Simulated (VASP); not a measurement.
Output of a VASP run:

OSZICAR:
```
       N       E                     dE             d eps       ncg     rms          rms(c)
DAV:   1    -0.336059754040E+02   -0.33606E+02   -0.10730E+04  2168   0.116E+03
DAV:   2    -0.940298630114E+02   -0.60424E+02   -0.59272E+02  2662   0.247E+02
DAV:   3    -0.959665950666E+02   -0.19367E+01   -0.18980E+01  2860   0.299E+01
DAV:   4    -0.959854802010E+02   -0.18885E-01   -0.18875E-01  2520   0.382E+00
DAV:   5    -0.959857989664E+02   -0.31877E-03   -0.31871E-03  2962   0.393E-01    0.719E+01
DAV:   6    -0.908796128731E+02    0.51062E+01   -0.87064E-01  2242   0.929E+00    0.409E+01
DAV:   7    -0.883123023718E+02    0.25673E+01   -0.21186E+00  2338   0.111E+01    0.587E+00
DAV:   8    -0.912486816841E+02   -0.29364E+01   -0.15197E+00  2260   0.920E+00    0.117E+01
DAV:   9    -0.903442105261E+02    0.90447E+00   -0.29003E-01  2152   0.633E+00    0.291E+00
DAV:  10    -0.905976347225E+02   -0.25342E+00   -0.20103E-01  2140   0.529E+00    0.391E+00
DAV:  11    -0.902914581865E+02    0.30618E+00   -0.14311E-01  2128   0.433E+00    0.559E-01
DAV:  12    -0.903075446179E+02   -0.16086E-01   -0.13506E-02  2590   0.122E+00    0.306E-01
DAV:  13    -0.903047276004E+02    0.28170E-02   -0.85136E-04  2686   0.255E-01    0.501E-01
DAV:  14    -0.903049241233E+02   -0.19652E-03   -0.56341E-05  2626   0.726E-02    0.420E-01
DAV:  15    -0.903041243482E+02    0.79978E-03   -0.52466E-04  2272   0.158E-01    0.249E-01
DAV:  16    -0.903041225424E+02    0.18058E-05   -0.60193E-05  2626   0.766E-02    0.128E-01
DAV:  17    -0.903041428427E+02   -0.20300E-04   -0.57010E-05  2338   0.791E-02    0.467E-02
DAV:  18    -0.903041373919E+02    0.54508E-05   -0.30476E-06  2920   0.166E-02    0.191E-02
DAV:  19    -0.903041295421E+02    0.78498E-05   -0.37452E-06  2314   0.227E-02    0.197E-02
DAV:  20    -0.903041280840E+02    0.14581E-05   -0.12355E-06  2446   0.700E-03    0.814E-03
DAV:  21    -0.903041270301E+02    0.10539E-05   -0.24466E-07  2314   0.423E-03    0.692E-03
DAV:  22    -0.903041276429E+02   -0.61279E-06   -0.17628E-07  2488   0.377E-03    0.110E-03
DAV:  23    -0.903041273346E+02    0.30832E-06   -0.67413E-08  2422   0.213E-03    0.143E-03
DAV:  24    -0.903041274493E+02   -0.11471E-06   -0.74718E-09  1394   0.780E-04    0.641E-04
DAV:  25    -0.903041272017E+02    0.24762E-06   -0.17564E-09  1298   0.411E-04    0.239E-04
DAV:  26    -0.903041273364E+02   -0.13468E-06   -0.15547E-10  1232   0.115E-04    0.449E-05
DAV:  27    -0.903041272638E+02    0.72570E-07   -0.66912E-11  1244   0.720E-05    0.274E-05
DAV:  28    -0.903041272853E+02   -0.21461E-07   -0.16999E-11  1208   0.329E-05    0.105E-05
DAV:  29    -0.903041272804E+02    0.48217E-08   -0.88242E-12  1226   0.199E-05
   1 F= -.90304127E+02 E0= -.90304100E+02  d E =-.903041E+02
```

**OUTCAR**
```
------------------------ aborting loop because EDIFF is reached ----------------------------------------
  FORCE on cell =-STRESS in cart. coord.  units (eV):
  Direction    XX          YY          ZZ          XY          YZ          ZX
  --------------------------------------------------------------------------------------
  Total       -0.0127823     -0.0127823     -0.0036441      0.0000000     -0.0000000      0.0000000
  in kB       -0.4604029     -0.4604029     -0.1312551      0.0000000     -0.0000000      0.0000000
  external PRESSURE =      -0.3506870 kB  Pullay stress =       0.0000000 kB
  volume of cell :       44.48
      direct lattice vectors                 reciprocal lattice vectors
     1.595970226 -2.764301480  0.000000000     0.313289053 -0.180877521  0.000000000
     1.595970226  2.764301480  0.000000000     0.313289053  0.180877521  0.000000000
     0.000000000  0.000000000  5.041300804     0.000000000  0.000000000  0.198361502
 POSITION                                       TOTAL-FORCE (eV/Angst)
 -----------------------------------------------------------------------------------
      1.59597      0.92144      1.26033        -0.000000      0.000000      0.000000
      1.59597     -0.92144      3.78098         0.000000     -0.000000      0.000000
 -----------------------------------------------------------------------------------
    total drift:                                0.000005      0.000184     -0.000015
  FREE ENERGIE OF THE ION-ELECTRON SYSTEM (eV)
  ---------------------------------------------------
  free  energy   TOTEN  =       -90.3041272804 eV

  energy  without entropy=      -90.3040440346  energy(sigma->0) =      -90.30409953

 reached required accuracy - stopping structural energy minimisation
```
(Selected blocks of OUTCAR.)

### POSCAR
```
Hf
1
    1.5959702258    -2.7643014804    -0.0000000000
    1.5959702258     2.7643014804     0.0000000000
   -0.0000000000    -0.0000000000     5.0413008044
Hf
2
Direct
  0.3333330000   0.6666670000   0.2500000000
  0.6666670000   0.3333330000   0.7500000000
```

Q: Reconstruct the remaining input files.

A: This is not unique; one that fits is the input of the run itself, r2SCAN meta-GGA, plane waves, VASP's PBE PAW potentials (set 64).

INCAR:
```
# general
SYSTEM  = Hf
PREC    = Accurate
ENCUT   = 400
LREAL   = .FALSE.
LASPH   = .TRUE.

# electronic loop
EDIFF   = 1E-8
NELM    = 100
ALGO    = Normal
LMAXMIX = 6
LMIXTAU = .TRUE.

# smearing
ISMEAR  = 1
SIGMA   = 0.1

# functional
METAGGA = R2SCAN

# ions
IBRION  = 1
NSW     = 30
ISIF    = 2
EDIFFG  = -0.001

# output
LWAVE   = .FALSE.
LCHARG  = .FALSE.
```

KPOINTS:
```
Automatic mesh
0
Gamma
12 12 7
0 0 0
```

POTCAR, in this order: Hf_pv (PBE.64 set). Program: vasp_std.

The compound is Hf in the hcp structure. It was relaxed first. The start is the result of an earlier pass.
